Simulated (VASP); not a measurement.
## SnH2 (P-3m1): band edges, masses and strain

Wanted: where the band edges of SnH2 lie, how heavy the carriers are and how strain moves the gap. The cell is generated by rule, not measured, and may not be a known phase.

Program: VASP 6.6.1. Level of theory: LDA; plane waves and PAW (Sn_d, H), in the first sound run; inputs show where later runs differ. Results are calculated unless marked as measured.

The structure was built from a prototype and need not be the compound's stable phase.

## Step 1: Set-up

Symmetry: P-3m1, No. 164, trigonal system. Conventional cell: a = 3.323 Å, b = 3.323 Å, c = 5.614 Å, α = 90.00°, β = 90.00°, γ = 120.00°. Sn has 6 H at 2.35 Å nearest. H has 3 Sn at 2.35 Å nearest. Farther neighbours are not listed.

## Step 2: Relaxation of the atoms

The cell is kept as given; the atoms are relaxed first, so that no residual force shifts the band edges.

INCAR reads:

```
SYSTEM = SnH2
PREC = Accurate
ENCUT = 400
EDIFF = 1E-06
NELM = 100
ISMEAR = 0
SIGMA = 0.02
LREAL = .FALSE.
ALGO = Normal
GGA = CA
NBANDS = 14
LORBIT = 11
LWAVE = .FALSE.
LCHARG = .FALSE.
KPAR = 4
IBRION = 2
NSW = 40
ISIF = 2
EDIFFG = -0.005
```

POSCAR reads:

```
SnH2
1.0
    3.3234005750      0.0000000000      0.0000000000
   -1.6617002870      2.8781493250      0.0000000000
    0.0000000000      0.0000000000      5.6135500000
Sn H
1 2
Direct
    0.0000000000      0.0000000000      0.0000000000
    0.3333333330      0.6666666670      0.2416960000
    0.6666666670      0.3333333330      0.7583040000
```

KPOINTS reads:

```
Automatic mesh
0
Gamma
10 10 6
0 0 0
```

PAW data sets: Sn_d and H (LDA family, release 64).

Started as:

```console
> mpirun -np 4 vasp_std
```

Output:

```text
[banner, memory and clock lines left out]
running    4 mpi-ranks, on    1 nodes
 distrk:  each k-point on    1 cores,    4 groups
 distr:  one band on    1 cores,    1 groups

 POSCAR found type information on POSCAR SnH
 POSCAR found :  2 types and       3 ions
 LDA part: xc-table for (Slater(with rela. corr.)+CA(PZ))
 , standard interpolation
 POSCAR, INCAR and KPOINTS ok, starting setup
 FFT: planning ... GRIDC
 FFT: planning ... GRID_SOFT
 FFT: planning ... GRID
 WAVECAR not read
 entering main loop
       N       E                     dE             d eps       ncg     rms          rms(c)
DAV:   1     0.826975732891E+02    0.82698E+02   -0.69350E+03  2040   0.114E+03
DAV:   2    -0.196228942715E+01   -0.84660E+02   -0.81639E+02  2160   0.291E+02
DAV:   3    -0.917223896888E+01   -0.72099E+01   -0.71535E+01  2574   0.810E+01
DAV:   4    -0.936497174424E+01   -0.19273E+00   -0.19270E+00  2234   0.148E+01
DAV:   5    -0.937222694475E+01   -0.72552E-02   -0.72551E-02  2846   0.264E+00    0.299E+00
DAV:   6    -0.913764737305E+01    0.23458E+00   -0.13231E-01  2908   0.401E+00    0.130E+00
DAV:   7    -0.910637760775E+01    0.31270E-01   -0.73763E-02  2154   0.150E+00    0.439E-01
DAV:   9    -0.910202306272E+01   -0.22964E-04   -0.55232E-04  2286   0.166E-01    0.430E-02
DAV:  10    -0.910205065034E+01   -0.27588E-04   -0.63332E-05  2376   0.972E-02    0.119E-02
DAV:  11    -0.910205426091E+01   -0.36106E-05   -0.92466E-06  2340   0.375E-02    0.611E-03
DAV:  12    -0.910205407998E+01    0.18093E-06   -0.51546E-07  1584   0.766E-03
   1 F= -.91020541E+01 E0= -.91018041E+01  d E =-.910205E+01
 curvature:   0.00 expect dE= 0.000E+00 dE for cont linesearch  0.000E+00
 trial: gam= 0.00000 g(F)=  0.736E-01 g(S)=  0.000E+00 ort = 0.000E+00 (trialstep = 0.100E+01)
 search vector abs. value=  0.736E-01
 bond charge predicted
       N       E                     dE             d eps       ncg     rms          rms(c)
DAV:   1    -0.917607747229E+01   -0.74023E-01   -0.88184E-01  2022   0.476E+00    0.196E-01
DAV:   2    -0.917577127395E+01    0.30620E-03   -0.72007E-03  2112   0.475E-01    0.739E-02
DAV:   3    -0.917554819901E+01    0.22307E-03   -0.35831E-04  2352   0.114E-01    0.283E-02
DAV:   4    -0.917553427589E+01    0.13923E-04   -0.49486E-05  2220   0.567E-02    0.951E-03
DAV:   5    -0.917553283664E+01    0.14392E-05   -0.41469E-06  2352   0.191E-02    0.199E-03
DAV:   6    -0.917553288448E+01   -0.47842E-07   -0.39673E-07  1086   0.865E-03
   2 F= -.91755329E+01 E0= -.91754074E+01  d E =-.734788E-01
[... from here on, the cycles between the ionic steps are left out ...]
   3 F= -.93905188E+01 E0= -.93903488E+01  d E =-.288465E+00
   4 F= -.96291307E+01 E0= -.96288235E+01  d E =-.527077E+00
   5 F= -.96347331E+01 E0= -.96342967E+01  d E =-.532679E+00
   6 F= -.96346436E+01 E0= -.96341888E+01  d E =-.532590E+00
   7 F= -.96346459E+01 E0= -.96341912E+01  d E =-.228041E-05
   8 F= -.96346527E+01 E0= -.96341987E+01  d E =-.906006E-05
   9 F= -.96346527E+01 E0= -.96341987E+01  d E =-.783698E-07
  10 F= -.96346530E+01 E0= -.96341990E+01  d E =-.324344E-06
  11 F= -.96346535E+01 E0= -.96341995E+01  d E =-.815277E-06
  12 F= -.96346545E+01 E0= -.96342006E+01  d E =-.179416E-05
  13 F= -.96346564E+01 E0= -.96342028E+01  d E =-.373938E-05
  14 F= -.96346602E+01 E0= -.96342070E+01  d E =-.758069E-05
  15 F= -.96346677E+01 E0= -.96342153E+01  d E =-.150649E-04
  16 F= -.96346819E+01 E0= -.96342310E+01  d E =-.292450E-04
  17 F= -.96347071E+01 E0= -.96342590E+01  d E =-.544016E-04
  18 F= -.96347439E+01 E0= -.96343005E+01  d E =-.911868E-04
 curvature:  -2.15 expect dE=-0.145E-04 dE for cont linesearch -0.145E-04
 ZBRENT: increasing intervall
 opt :   7.7310  next Energy=    -9.634765 (dE=-0.113E-03)
 bond charge predicted
       N       E                     dE             d eps       ncg     rms          rms(c)
DAV:   1    -0.963476207861E+01   -0.17797E-04   -0.60408E-03  2028   0.422E-01    0.171E-02
DAV:   2    -0.963476417982E+01   -0.21012E-05   -0.68622E-05  2226   0.532E-02    0.756E-03
DAV:   3    -0.963476281197E+01    0.13678E-05   -0.22326E-06  2310   0.110E-02    0.275E-03
DAV:   4    -0.963476275200E+01    0.59978E-07   -0.33691E-07  1308   0.417E-03
  19 F= -.96347628E+01 E0= -.96343251E+01  d E =-.110085E-03
 curvature:  -3.19 expect dE=-0.221E-05 dE for cont linesearch -0.221E-05
 trial: gam= 0.00000 g(F)=  0.691E-06 g(S)=  0.000E+00 ort =-0.475E-05 (trialstep = 0.155E+01)
 search vector abs. value=  0.691E-06
 reached required accuracy - stopping structural energy minimisation
```

The job ended after 1.8 min (4 MPI ranks of AMD EPYC 7R43, shared host; peak memory 0.54 GiB; 6.9 min of CPU time).

The logs omit lines about the potential files and the build; timing stands in the text.

Parts of OUTCAR (step 2):

```text
ion  position               nearest neighbor table
   1  0.000  0.000  0.000-
   2  0.333  0.667  0.242-
   3  0.667  0.333  0.758-

  LATTYP: Found a hexagonal cell.
 ALAT       =     3.3234005750
 C/A-ratio  =     1.6890982213

 Subroutine GETGRP returns: Found 12 space group operations
 (whereof 12 operations were pure point group operations)

The static configuration has the point symmetry D_3d.

 Found     72 irreducible k-points:

   k-points           NKPTS =     72   k-points in BZ     NKDIM =     72   number of bands    NBANDS=     14

   dimension x,y,z NGX =    24 NGY =   24 NGZ =   40
   dimension x,y,z NGXF=    48 NGYF=   48 NGZF=   80

   ENCUT  =  400.0 eV  29.40 Ry    5.42 a.u.   5.42  5.42  9.15*2*pi/ulx,y,z

   NELECT =      16.0000    total number of electrons

 k-points in reciprocal lattice and weights: Automatic mesh
   0.00000000  0.00000000  0.00000000       0.002
   0.10000000  0.00000000  0.00000000       0.010
   0.20000000  0.00000000  0.00000000       0.010
   0.30000000  0.00000000  0.00000000       0.010
   0.40000000  0.00000000  0.00000000       0.010
   0.50000000 -0.00000000  0.00000000       0.005
   0.10000000  0.10000000  0.00000000       0.010
   0.20000000  0.10000000  0.00000000       0.020
   0.30000000  0.10000000  0.00000000       0.020
[...]
0.40000000  0.20000000  0.50000000       0.010
   0.30000000  0.30000000  0.50000000       0.010

 average (electrostatic) potential at core
       1-104.1500       2 -34.1903       3 -34.1903

 E-fermi :   3.0111

 k-point     1 :       0.0000    0.0000    0.0000
  band No.  band energies     occupation
    ...
      3     -18.8880      2.00000
      4     -18.7570      2.00000
      5     -18.7570      2.00000
      6      -8.9182      2.00000
      7      -2.4283      2.00000
      8       4.3930      0.00000
      9       7.5714      0.00000
     10       8.6801      0.00000
     11       9.2389      0.00000
     12       9.2389      0.00000
    ...

 k-point     2 :       0.1000    0.0000    0.0000
  band No.  band energies     occupation
    ...
      3     -18.8734      2.00000
      4     -18.7669      2.00000
      5     -18.7589      2.00000
      6      -8.7362      2.00000
      7      -2.2638      2.00000
      8       4.5524      0.00000
      9       6.3768      0.00000
     10       7.2680      0.00000
     11       8.5757      0.00000
     12      10.2099      0.00000
    ...

 k-point     3 :       0.2000    0.0000    0.0000
  band No.  band energies     occupation
    ...
      3     -18.8310      2.00000
      4     -18.7918      2.00000
      5     -18.7637      2.00000
      6      -8.1867      2.00000
      7      -1.8200      2.00000
      8       3.6019      0.00000
      9       5.0891      0.00000
     10       6.4044      0.00000
     11       7.4211      0.00000
     12      10.3645      0.00000
    ...

  Total        1.7284038      1.7284038     -0.4985786      0.0000000      0.0000000     -0.0000000
  in kB       51.5729766     51.5729766    -14.8768377      0.0000000      0.0000000     -0.0000000
  external PRESSURE =      29.4230385 kB  Pullay stress =       0.0000000 kB

  energy-cutoff  :      400.00
  volume of cell :       53.69
      direct lattice vectors                 reciprocal lattice vectors
     3.323400575  0.000000000  0.000000000     0.300896620  0.173722745  0.000000000
    -1.661700287  2.878149325  0.000000000     0.000000000  0.347445489  0.000000000
     0.000000000  0.000000000  5.613550000     0.000000000  0.000000000  0.178140392

 POSITION                                       TOTAL-FORCE (eV/Angst)
 -----------------------------------------------------------------------------------
      0.00000      0.00000      0.00000         0.000000      0.000000      0.000000
     -0.00000      1.91877      0.88896        -0.000000     -0.000000      0.002676
      1.66170      0.95938      4.72459         0.000000      0.000000     -0.002676
 -----------------------------------------------------------------------------------
    total drift:                                0.000000      0.000000     -0.000000

  FREE ENERGIE OF THE ION-ELECTRON SYSTEM (eV)
  ---------------------------------------------------
  free  energy   TOTEN  =        -9.6347627520 eV

  energy  without entropy=       -9.6338875114  energy(sigma->0) =       -9.63432513

 reached required accuracy - stopping structural energy minimisation

 total charge
# of ion       s       p       d       tot
------------------------------------------
    1        1.321   0.944  10.034  12.299
    2        0.470   0.012   0.000   0.482
    3        0.470   0.012   0.000   0.482
--------------------------------------------------
tot          2.262   0.968  10.034  13.264

[... 3 further parts left out ...]
```

CONTCAR:

```
SnH2
   1.00000000000000
     3.3234005750000000    0.0000000000000000    0.0000000000000000
    -1.6617002869999999    2.8781493249999999    0.0000000000000000
     0.0000000000000000    0.0000000000000000    5.6135500000000000
  Sn              H
     1     2
Direct
     0.0000000000000000    0.0000000000000000    0.0000000000000000
     0.3333333329999988    0.6666666670000012    0.1583595229096456
     0.6666666670000012    0.3333333329999988    0.8416404770903544
```

The run keeps the 12 symmetry operations of its start, so it cannot find a distortion of lower symmetry.

The steps of the relaxation:

| step | energy less that of the first step (eV) | largest force (eV/Å) |
| --- | --- | --- |
| 1 | 0.0000 | 0.8731 |
| 2 | -0.0735 | 0.8542 |
| 3 | -0.2885 | 0.7669 |
| 4 | -0.5271 | 0.1243 |
| 5 | -0.5327 | 0.0102 |
| 6 | -0.5326 | 0.0192 |
| 7 | -0.5326 | 0.0189 |
| 8 | -0.5326 | 0.0184 |
| 9 | -0.5326 | 0.0183 |
| 10 | -0.5326 | 0.0183 |
| 11 | -0.5326 | 0.0183 |
| 12 | -0.5326 | 0.0182 |
| 13 | -0.5326 | 0.0181 |
| 14 | -0.5326 | 0.0178 |
| 15 | -0.5326 | 0.0172 |
| 16 | -0.5326 | 0.0160 |
| 17 | -0.5327 | 0.0136 |
| 18 | -0.5327 | 0.0084 |
| 19 | -0.5327 | 0.0027 |

The atoms that moved most (Å):

| atom | dx | dy | dz | length |
| --- | --- | --- | --- | --- |
| H3 | 0.000 | 0.000 | 0.468 | 0.468 |
| H2 | 0.000 | 0.000 | -0.468 | 0.468 |

The relaxed structure:

```cif
data_structure
_symmetry_space_group_name_H-M 'P 1'
_symmetry_Int_Tables_number 1
_cell_length_a 3.3234
_cell_length_b 3.3234
_cell_length_c 5.6136
_cell_angle_alpha 90.000
_cell_angle_beta 90.000
_cell_angle_gamma 120.000
_cell_volume 53.69
loop_
_atom_site_label
_atom_site_type_symbol
_atom_site_fract_x
_atom_site_fract_y
_atom_site_fract_z
_atom_site_occupancy
Sn1 Sn 0.00000 0.00000 0.00000 1
H2 H 0.33333 0.66667 0.15836 1
H3 H 0.66667 0.33333 0.84164 1
```

Numbers from this step:

* SCF cycles: 70
* electrons: 16
* bands: 14
* irreducible k-points: 72
* symmetry operations: 12
* free energy (TOTEN): -9.635 eV
* energy at zero smearing: -9.634 eV
* Fermi energy: 3.011 eV
* pressure: 2.942 GPa
* metallic: yes

The relaxation ends 178 meV an atom lower, with a largest force of 0.0027 eV/Å.

[end of part 1 of 3]

[Lines on the potential files, build, host, timing and source positions are cut from VASP's logs without a mark.]

[Logs are printed without paths, hosts, clocks, repeated set-up lines and the standing remarks that a program may print on its own settings, such as how far it seeks lower states.]

[Hosts, paths, dates, database ids (printed as entryN), source tags and the programs' standing remarks are cut or masked in the printed files.]

[In band tables of VASP the shares of atoms and orbitals are scaled to a sum of 1 inside the atoms' spheres.]

[Gaps and slopes under strain along one axis are those of the sampled path and mesh points; where strain splits equal valleys, another of them can be the edge.]
